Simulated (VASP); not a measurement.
Method: HSE06 screened hybrid, VASP's PBE PAW potentials (set 64) (plane waves; VASP 6.6.1).

VASP ran on this input.

**KPOINTS**
```
K-points
0
gamma
  4 4 4
0 0 0
```

KPOINTS_OPT:
```
named points and PBE's band edges
6
Reciprocal
  0.000000   0.000000   0.000000 1 ! GAMMA
  0.500000   0.500000   0.500000 1 ! R
  0.500000   0.500000   0.000000 1 ! M
  0.000000   0.500000   0.000000 1 ! X
  0.035710   0.035710   0.035710 1 ! near an edge
  0.000000   0.035710   0.000000 1 ! near an edge
```

### POSCAR
```
Be4SSe3
1
    5.1044917664     0.0000000000     0.0000000000
    0.0000000000     5.1044917664     0.0000000000
    0.0000000000     0.0000000000     5.1044917664
Be Se S
4 3 1
Direct
  0.0070203521   0.9929796479   0.9929796479
  0.4929796479   0.5070203521   0.9929796479
  0.4929796479   0.9929796479   0.5070203521
  0.0070203521   0.5070203521   0.5070203521
  0.2500000000   0.2500000000   0.2500000000
  0.7500000000   0.7500000000   0.2500000000
  0.7500000000   0.2500000000   0.7500000000
  0.2500000000   0.7500000000   0.7500000000
```

### INCAR
```
SYSTEM = Be4SSe3
PREC = Accurate; ENCUT = 400; LREAL = .FALSE.
LASPH = .TRUE.; ISYM = 3
EDIFF = 1E-6; NELM = 60; ALGO = Normal
LMAXMIX = 4
ISMEAR = 0; SIGMA = 0.05
GGA = PE; LHFCALC = .TRUE.; AEXX = 0.25
HFSCREEN = 0.2; PRECFOCK = Fast
ISIF = 2
LWAVE = .FALSE.; LCHARG = .FALSE.
```

POTCAR, in this order: Be Se S (PBE.64 set). Program: vasp_std. Read from the step before: WAVECAR.

Output of the run:

### OUTCAR
```
 ion  position               nearest neighbor table
   1  0.007  0.993  0.993-   8 2.15   6 2.23   7 2.23   5 2.23
   2  0.493  0.507  0.993-   8 2.15   6 2.23   7 2.23   5 2.23
   3  0.493  0.993  0.507-   8 2.15   6 2.23   7 2.23   5 2.23
   4  0.007  0.507  0.507-   8 2.15   6 2.23   7 2.23   5 2.23
   5  0.250  0.250  0.250-   1 2.23   2 2.23   3 2.23   4 2.23
   6  0.750  0.750  0.250-   1 2.23   2 2.23   3 2.23   4 2.23
   7  0.750  0.250  0.750-   1 2.23   2 2.23   3 2.23   4 2.23
   8  0.250  0.750  0.750-   1 2.15   2 2.15   3 2.15   4 2.15
  LATTYP: Found a simple cubic cell.
 ALAT       =     5.1044917664
 Subroutine PRICEL returns:
 Original cell was already a primitive cell.
 Subroutine GETGRP returns: Found 24 space group operations
The static configuration has the point symmetry C_3v.
 The point group associated with its full space group is T_d .
The dynamic configuration has the point symmetry C_3v.
 Subroutine INISYM returns: Found 24 space group operations
 Subroutine IBZKPT returns following result:
 Found     10 irreducible k-points:

 Following reciprocal coordinates:
            Coordinates               Weight
  0.000000  0.000000  0.000000      1.000000
  0.250000  0.000000  0.000000      6.000000
  0.500000  0.000000  0.000000      3.000000
  0.250000  0.250000  0.000000     12.000000
  0.500000  0.250000  0.000000     12.000000
  0.500000  0.500000  0.000000      3.000000
  0.250000  0.250000  0.250000      8.000000
  0.500000  0.250000  0.250000     12.000000
  0.500000  0.500000  0.250000      6.000000
  0.500000  0.500000  0.500000      1.000000
 Subroutine IBZKPT_HF returns following result:
   k-points           NKPTS =     10   k-points in BZ     NKDIM =     64   number of bands    NBANDS=     21
   number of dos      NEDOS =    301   number of ions     NIONS =      8
   total plane-waves  NPLWV =  46656
   dimension x,y,z NGX =    36 NGY =   36 NGZ =   36
   dimension x,y,z NGXF=    72 NGYF=   72 NGZF=   72
   ions per type =               4   3   1
...
```

File OSZICAR:
```
       N       E                     dE             d eps       ncg     rms          rms(c)
DAV:   1    -0.417384098553E+02   -0.41738E+02   -0.10521E+00   420   0.786E+00    0.317E+00
DAV:   2    -0.417460225496E+02   -0.76127E-02   -0.28752E-02   498   0.906E-01    0.205E+00
DAV:   3    -0.417437556863E+02    0.22669E-02   -0.12491E-03   500   0.208E-01    0.120E+00
DAV:   4    -0.417429462184E+02    0.80947E-03   -0.74780E-04   511   0.150E-01    0.681E-01
DAV:   5    -0.417427351571E+02    0.21106E-03   -0.22261E-04   488   0.821E-02    0.383E-01
DAV:   6    -0.417426679180E+02    0.67239E-04   -0.40206E-05   491   0.388E-02    0.213E-01
DAV:   7    -0.417426448994E+02    0.23019E-04   -0.91631E-06   480   0.203E-02    0.115E-01
DAV:   8    -0.417426377201E+02    0.71793E-05   -0.32321E-06   385   0.125E-02    0.615E-02
DAV:   9    -0.417426358994E+02    0.18206E-05   -0.12688E-06   295   0.811E-03    0.329E-02
DAV:  10    -0.417426356519E+02    0.24748E-06   -0.48644E-07   280   0.543E-03
   1 F= -.41742636E+02 E0= -.41742636E+02  d E =-.314920E-11
       N       E                     dE             ncg
```

**OUTCAR**
```
------------------------ aborting loop because EDIFF is reached ----------------------------------------
  FORCE on cell =-STRESS in cart. coord.  units (eV):
  Direction    XX          YY          ZZ          XY          YZ          ZX
  --------------------------------------------------------------------------------------
  Total       -1.3699879     -1.3699879     -1.3699879      0.0000000      0.0000000      0.0000000
  in kB      -16.5032621    -16.5032621    -16.5032621      0.0000000      0.0000000      0.0000000
  external PRESSURE =     -16.5032621 kB  Pullay stress =       0.0000000 kB
  volume of cell :      133.00
      direct lattice vectors                 reciprocal lattice vectors
     5.104491766  0.000000000  0.000000000     0.195905890  0.000000000  0.000000000
     0.000000000  5.104491766  0.000000000     0.000000000  0.195905890  0.000000000
     0.000000000  0.000000000  5.104491766     0.000000000  0.000000000  0.195905890
 POSITION                                       TOTAL-FORCE (eV/Angst)
 -----------------------------------------------------------------------------------
      0.03584      5.06866      5.06866        -0.013434      0.013434      0.013434
      2.51641      2.58808      5.06866         0.013434     -0.013434      0.013434
      2.51641      5.06866      2.58808         0.013434      0.013434     -0.013434
      0.03584      2.58808      2.58808        -0.013434     -0.013434     -0.013434
      1.27612      1.27612      1.27612         0.000000      0.000000      0.000000
      3.82837      3.82837      1.27612         0.000000      0.000000     -0.000000
      3.82837      1.27612      3.82837        -0.000000      0.000000     -0.000000
      1.27612      3.82837      3.82837        -0.000000      0.000000     -0.000000
 -----------------------------------------------------------------------------------
    total drift:                                0.000002     -0.000009     -0.000010
  FREE ENERGIE OF THE ION-ELECTRON SYSTEM (eV)
  ---------------------------------------------------
  free  energy   TOTEN  =       -41.7426356519 eV

  energy  without entropy=      -41.7426356519  energy(sigma->0) =      -41.74263565

  exchange ACFDT corr.  =         0.00000000  see jH, gK, PRB 81, 115126
```
(Selected blocks of OUTCAR.)

The structure was generated: Be4SSe3 was put into an ordered model structure (P-43m), which need not be its known phase. It was relaxed first.
